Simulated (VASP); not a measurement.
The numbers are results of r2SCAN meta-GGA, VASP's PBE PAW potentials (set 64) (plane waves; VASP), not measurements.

VASP ran on this input.

**INCAR**
```
ALGO = Normal
EDIFF = 1E-7
ENCUT = 600
ISIF = 2
ISMEAR = 1
LASPH = .TRUE.
LCHARG = .FALSE.
LMIXTAU = .TRUE.
LREAL = .FALSE.
LWAVE = .FALSE.
METAGGA = R2SCAN
NELM = 100
PREC = Accurate
SIGMA = 0.1
SYSTEM = Li
```

File KPOINTS:
```
Automatic mesh
0
Gamma
14 14 14
0 0 0
```

File POSCAR:
```
Li
1
   -1.7108471501     1.7108471501     1.7108471501
    1.7108471501    -1.7108471501     1.7108471501
    1.7108471501     1.7108471501    -1.7108471501
Li
1
Direct
  0.0000000000   0.0000000000   0.0000000000
```

POTCAR, in this order: Li_sv (PBE.64 set). Program: vasp_std.

The resulting files:

### OSZICAR
```
       N       E                     dE             d eps       ncg     rms          rms(c)
DAV:   1     0.327235400312E+00    0.32724E+00   -0.79652E+02  1045   0.469E+02
DAV:   2    -0.247410747544E+01   -0.28013E+01   -0.26043E+01  1440   0.664E+01
DAV:   3    -0.265249504869E+01   -0.17839E+00   -0.17660E+00  1355   0.118E+01
DAV:   4    -0.266123200893E+01   -0.87370E-02   -0.87359E-02  1365   0.171E+00
DAV:   5    -0.266127743676E+01   -0.45428E-04   -0.45428E-04  1365   0.143E-01    0.142E-01
DAV:   6    -0.223304253555E+01    0.42823E+00   -0.16281E-01  1500   0.310E+00    0.331E-01
DAV:   7    -0.228831708168E+01   -0.55275E-01   -0.23888E-02  1280   0.255E+00    0.253E-01
DAV:   8    -0.227375990608E+01    0.14557E-01   -0.48543E-02  1440   0.276E+00    0.640E-02
DAV:   9    -0.238220894044E+01   -0.10845E+00   -0.36419E-02  1170   0.282E+00    0.251E-02
DAV:  10    -0.237767801107E+01    0.45309E-02   -0.76935E-03  1040   0.147E+00    0.463E-02
DAV:  11    -0.237828428741E+01   -0.60628E-03   -0.27649E-04  1055   0.250E-01    0.200E-02
DAV:  12    -0.237815051572E+01    0.13377E-03   -0.57887E-04  1040   0.423E-01    0.392E-03
DAV:  13    -0.237814262004E+01    0.78957E-05   -0.13880E-04  1040   0.193E-01    0.461E-03
DAV:  14    -0.237813845735E+01    0.41627E-05   -0.15301E-06  1280   0.164E-02    0.367E-03
DAV:  15    -0.237817385255E+01   -0.35395E-04   -0.95151E-07  1175   0.118E-02    0.119E-03
DAV:  16    -0.237817380767E+01    0.44881E-07   -0.27663E-07  1040   0.823E-03
   1 F= -.23781738E+01 E0= -.23778765E+01  d E =-.891910E-03
```

File OUTCAR:
```
------------------------ aborting loop because EDIFF is reached ----------------------------------------
  FORCE on cell =-STRESS in cart. coord.  units (eV):
  Direction    XX          YY          ZZ          XY          YZ          ZX
  --------------------------------------------------------------------------------------
  Total        0.0477714      0.0477714      0.0477714     -0.0000000     -0.0000000      0.0000000
  in kB        3.8210723      3.8210723      3.8210723     -0.0000000     -0.0000000      0.0000000
  external PRESSURE =       3.8210723 kB  Pullay stress =       0.0000000 kB
  volume of cell :       20.03
      direct lattice vectors                 reciprocal lattice vectors
    -1.710847150  1.710847150  1.710847150     0.000000000  0.292252876  0.292252876
     1.710847150 -1.710847150  1.710847150     0.292252876  0.000000000  0.292252876
     1.710847150  1.710847150 -1.710847150     0.292252876  0.292252876  0.000000000
 POSITION                                       TOTAL-FORCE (eV/Angst)
 -----------------------------------------------------------------------------------
      0.00000      0.00000      0.00000         0.000000     -0.000000     -0.000000
 -----------------------------------------------------------------------------------
    total drift:                               -0.000000      0.000000      0.000000
  FREE ENERGIE OF THE ION-ELECTRON SYSTEM (eV)
  ---------------------------------------------------
  free  energy   TOTEN  =        -2.3781738077 eV

  energy  without entropy=       -2.3772818980  energy(sigma->0) =       -2.37787650
```
(Selected blocks of OUTCAR.)

The compound is Li in the bcc structure. This cell was strained or had an atom moved on purpose.
